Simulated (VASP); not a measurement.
A VASP calculation is set up with these files.

File KPOINTS:
```
Automatic mesh
0
Gamma
2 2 2
0 0 0
```

POSCAR:
```
K
1
   -2.6928000000     2.6928000000     2.6928000000
    2.6928000000    -2.6928000000     2.6928000000
    2.6928000000     2.6928000000    -2.6928000000
K
1
Direct
  0.0000000000   0.0000000000   0.0000000000
```

INCAR:
```
SYSTEM = K
PREC = Accurate
ENCUT = 400
EDIFF = 1E-6
NELM = 25
ALGO = VeryFast
LREAL = .FALSE.
LASPH = .TRUE.
ISMEAR = 1
SIGMA = 0.1
GGA = PE
LWAVE = .FALSE.
LCHARG = .FALSE.
ISIF = 2
HFSCREEN = 0.2
AEXX = 0.25
LHFCALC = .TRUE.
PRECFOCK = Fast
ISYM = 3
```

POTCAR, in this order: K_sv (PBE.64 set). Program: vasp_std.

Output of the run:

File standard output:
```
 POSCAR found type information on POSCAR K
 POSCAR found :  1 types and       1 ions
 Reading from existing POTCAR
 Reading from existing POTCAR
 LDA part: xc-table for (Slater+PW92), standard interpolation
 POSCAR, INCAR and KPOINTS ok, starting setup
 WAVECAR not read
 entering main loop
       N       E                     dE             d eps       ncg     rms          rms(c)
RMM:   1    -0.813424659380E+02   -0.81342E+02   -0.16128E+03    24   0.545E+02
RMM:   2    -0.127785206864E+03   -0.46443E+02   -0.49488E+02    24   0.142E+02
RMM:   3    -0.162280118011E+03   -0.34495E+02   -0.32188E+02    24   0.115E+02
RMM:   4    -0.169964111323E+03   -0.76840E+01   -0.13761E+02    24   0.823E+01
RMM:   5    -0.170240346051E+03   -0.27623E+00   -0.32365E+01    24   0.334E+01
RMM:   6    -0.168560424423E+03    0.16799E+01   -0.80662E+00    24   0.180E+01
RMM:   7    -0.168696619107E+03   -0.13619E+00   -0.67390E+00    24   0.982E+00
RMM:   8    -0.168205264079E+03    0.49136E+00   -0.57941E+00    24   0.144E+01
RMM:   9    -0.168209529628E+03   -0.42655E-02   -0.58899E+00    73   0.115E+01
RMM:  10    -0.168195490619E+03    0.14039E-01   -0.73541E-01    80   0.623E+00
RMM:  11    -0.168225906400E+03   -0.30416E-01   -0.73649E-01    80   0.602E+00
RMM:  12    -0.168205275200E+03    0.20631E-01   -0.52653E-01    80   0.569E+00    0.136E+01
RMM:  13     0.456305622014E+02    0.21384E+03   -0.11676E+01    96   0.372E+01    0.600E+00
RMM:  14     0.444821773270E+02   -0.11484E+01   -0.10756E+00    70   0.966E+00    0.291E+00
RMM:  15     0.448452025905E+02    0.36303E+00   -0.65335E-01    69   0.596E+00    0.182E+00
RMM:  16     0.449931361573E+02    0.14793E+00   -0.54627E-01    68   0.511E+00    0.417E-01
RMM:  17     0.450592382804E+02    0.66102E-01   -0.52889E-01    70   0.531E+00    0.775E-01
RMM:  18     0.450708055983E+02    0.11567E-01   -0.53789E-01    76   0.496E+00    0.185E-01
RMM:  19     0.450879189787E+02    0.17113E-01   -0.51065E-01    82   0.498E+00    0.413E-01
RMM:  20     0.450995952737E+02    0.11676E-01   -0.51312E-01    86   0.475E+00    0.287E-01
RMM:  21     0.451051031517E+02    0.55079E-02   -0.50374E-01    88   0.489E+00    0.310E-01
RMM:  22     0.451107310419E+02    0.56279E-02   -0.50352E-01    89   0.465E+00    0.314E-01
RMM:  23     0.451137054774E+02    0.29744E-02   -0.49528E-01    89   0.477E+00    0.259E-01
RMM:  24     0.451173533158E+02    0.36478E-02   -0.49326E-01    88   0.454E+00    0.325E-01
RMM:  25     0.451207270858E+02    0.33738E-02   -0.48707E-01    89   0.469E+00

 -----------------------------------------------------------------------------
|                                                                             |
|           W    W    AA    RRRRR   N    N  II  N    N   GGGG   !!!           |
|           W    W   A  A   R    R  NN   N  II  NN   N  G    G  !!!           |
|           W    W  A    A  R    R  N N  N  II  N N  N  G       !!!           |
|           W WW W  AAAAAA  RRRRR   N  N N  II  N  N N  G  GGG   !            |
|           WW  WW  A    A  R   R   N   NN  II  N   NN  G    G                |
|           W    W  A    A  R    R  N    N  II  N    N   GGGG   !!!           |
|                                                                             |
|     The electronic self-consistency was not achieved in the given           |
|     number of steps (NELM). The forces and other quantities evaluated       |
|     might not be reliable so examine the results carefully. If you find     |
|     spurious results, we suggest increasing NELM, if you were close to      |
|     convergence or switching to a different ALGO or adjusting the           |
|     density mixing parameters otherwise.                                    |
|                                                                             |
 -----------------------------------------------------------------------------

   1 F= 0.45120727E+02 E0= 0.45124853E+02  d E =-.123774E-01
```

OUTCAR:
```
------------------------ aborting loop EDIFF was not reached (unconverged)  ----------------------------
  FORCE on cell =-STRESS in cart. coord.  units (eV):
  Direction    XX          YY          ZZ          XY          YZ          ZX
  --------------------------------------------------------------------------------------
  Total      -14.1422941    -14.1422941    -14.1422941     -0.0000000     -0.0000000      0.0000000
  in kB     -290.1069672   -290.1069672   -290.1069672     -0.0000000     -0.0000000      0.0000000
  external PRESSURE =    -290.1069672 kB  Pullay stress =       0.0000000 kB
  volume of cell :       78.10
      direct lattice vectors                 reciprocal lattice vectors
    -2.692800000  2.692800000  2.692800000     0.000000000  0.185680333  0.185680333
     2.692800000 -2.692800000  2.692800000     0.185680333  0.000000000  0.185680333
     2.692800000  2.692800000 -2.692800000     0.185680333  0.185680333  0.000000000
 POSITION                                       TOTAL-FORCE (eV/Angst)
 -----------------------------------------------------------------------------------
      0.00000      0.00000      0.00000        -0.000000      0.000000      0.000000
 -----------------------------------------------------------------------------------
    total drift:                                0.001257      0.110614      0.211285
  FREE ENERGIE OF THE ION-ELECTRON SYSTEM (eV)
  ---------------------------------------------------
  free  energy   TOTEN  =        45.1207270858 eV

  energy  without entropy=       45.1331045069  energy(sigma->0) =       45.12485289

  exchange ACFDT corr.  =        -0.14181348  see jH, gK, PRB 81, 115126
```
(Selected blocks of OUTCAR.)

Task: Read the log: what went wrong, and how is it fixed?

Result: The cause: a hybrid functional was run with ALGO = VeryFast. Convergence was not reached. Against the sound run, the energy per atom (σ→0) rises by 45.584 eV/atom; the pressure falls by 29.25 GPa. To mend it, set ALGO = Normal.

The mended run (HSE06 screened hybrid, plane waves, VASP's PBE PAW potentials (set 64)) converges, and its OSZICAR ends with
```
   1 F= -.46644712E+00 E0= -.45940433E+00  d E =-.211284E-01
```

The compound is K in the bcc structure. The cell was not relaxed at this level.
